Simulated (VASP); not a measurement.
A cell of AlCo3N (relaxed from the cubic-perovskite structure, space group Pm-3m) near equilibrium:

```
AlCo3N
1.0
    3.68909     0.00000     0.00000
    0.00000     3.68909     0.00000
    0.00000     0.00000     3.68909
Al N Co
1 1 3
Direct
  0.00000   0.00000   0.00000
  0.50000   0.50000   0.50000
  0.00000   0.50000   0.50000
  0.50000   0.50000   0.00000
  0.50000   0.00000   0.50000
```
Starting moments (μB, in the order of the record's atoms Al N Co Co Co): 0.0 0.1 0.8 0.8 0.8.

The numbers are results of PBEsol GGA, VASP's PBE PAW potentials (set 64) (plane waves; VASP), not measurements.

The moments were started parallel, and other spin orders were not tried in this run.

| run | ΔE (meV/atom) | σxx | σyy | σzz | largest shear component, with its sign (GPa) | largest force (eV/Å) | moment (μB) |
|---|---|---|---|---|---|---|---|
| as it is | 0.0 | -0.11 | -0.11 | -0.11 | 0.00 | 0.000 | 2.28 |
| after one change | 29.6 | 16.93 | 16.93 | 16.93 | 0.00 | 0.000 | 2.10 |
Stress is in GPa, positive when the cell is compressed.

Q: Which change was made?
(A) biaxial strain of -2.0 % in the xz plane
(B) isotropic strain of -4.0 %
(C) biaxial strain of +2.0 % in the yz plane
(D) isotropic strain of -2.0 %

A: D, isotropic strain of -2.0 %

The structure was generated: AlCo3N was put into the cubic-perovskite type (Pm-3m), which need not be its known phase.
